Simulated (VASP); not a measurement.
Energy against volume of SiC (wurtzite). Computed with rev-vdW-DF2, VASP's PBE PAW potentials (set 64) (plane waves; VASP). Numerical set-up: 520 eV cut-off, 8×8×5 Γ-centred mesh, Gaussian smearing of 0.050 eV, potentials Si C.

Shape and ions are relaxed at each volume.

```tsv
V (Å³/atom)	E (eV/atom)
10.138	-6.60533
10.452	-6.61206
10.765	-6.60612
11.079	-6.58924
```

Fit these four points and predict the energy of the run at 9.825 Å³/atom.

A cubic in V^(−2/3), the third-order Birch-Murnaghan form, passes through the four points with V0 = 10.45 Å³/atom and B0 = 215 GPa, and gives -6.5839 eV/atom there. The run gave -6.5839 eV/atom, -0.1 meV/atom from the fit; all five points give B0 = 215 GPa.

The compound is SiC in the wurtzite structure, the rare 2H polytype. It was relaxed first.
